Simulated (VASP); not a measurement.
An input for Quantum ESPRESSO's pw.x (written as the equivalent of a VASP run, and not itself run):

```
&CONTROL
  calculation = 'scf'
  pseudo_dir = './pseudo'
  outdir = './out'
  tprnfor = .true.
  tstress = .true.
/
&SYSTEM
  ibrav = 0
  nat = 4
  ntyp = 2
  ecutwfc = 88
  occupations = 'smearing'
  smearing = 'fermi-dirac'
  degauss = 0.009996
  input_dft = 'pbe'
/
&ELECTRONS
  conv_thr = 7.3e-08
  electron_maxstep = 100
/
ATOMIC_SPECIES
  Y 88.906 Y.upf
  Be 9.012 Be.upf
CELL_PARAMETERS angstrom
    -2.3736800    2.3736800    5.2872380
     2.3736800   -2.3736800    5.2872380
     2.3736800    2.3736800   -5.2872380
ATOMIC_POSITIONS crystal
  Y    0.5000000  0.5000000  0.0000000
  Y    0.7500000  0.2500000  0.5000000
  Y    0.2500000  0.7500000  0.5000000
  Be   0.0000000  0.0000000  0.0000000
K_POINTS automatic
  3 3 3 0 0 0
```

Q: Translate this input to VASP (INCAR, KPOINTS, POSCAR, choice of POTCAR).

A: This is not unique; one that fits is 
**POSCAR**
```
Y3Be
1
   -2.3736800000     2.3736800000     5.2872380000
    2.3736800000    -2.3736800000     5.2872380000
    2.3736800000     2.3736800000    -5.2872380000
Y Be
3 1
Direct
  0.5000000000   0.5000000000   0.0000000000
  0.7500000000   0.2500000000   0.5000000000
  0.2500000000   0.7500000000   0.5000000000
  0.0000000000   0.0000000000   0.0000000000
```

### INCAR
```
! general
SYSTEM  = Y3Be
PREC    = Accurate
ENCUT   = 300
LREAL   = .FALSE.
LASPH   = .TRUE.

! electronic loop
EDIFF   = 1E-6
NELM    = 100
ALGO    = Normal
LMAXMIX = 4

! smearing
ISMEAR  = -1
SIGMA   = 0.136

! functional
GGA     = PE

! ions
ISIF    = 2

! output
LWAVE   = .FALSE.
LCHARG  = .FALSE.
```

KPOINTS:
```
Automatic mesh
0
Gamma
3 3 3
0 0 0
```

POTCAR, in this order: Y_sv Be (PBE.64 set). Program: vasp_std.

What does not carry over: the potentials are each code's own (VASP's PAW set, PseudoDojo norm-conserving files in pw.x), so ENCUT and ecutwfc are chosen apart and not converted; conv_thr bounds pw.x's estimated SCF error, while EDIFF bounds the energy change between steps.

The structure was generated: Y3Be was put into an ordered model structure, which need not be its known phase. The cell was not relaxed at this level. The k-mesh is coarse (spacing up to 0.62 per Å, 2π included), so the numbers may not be converged in it. The run is one of a series of settings (KPOINTS 3×3×3 Γ-centred mesh against the base run), some of them coarse on purpose.
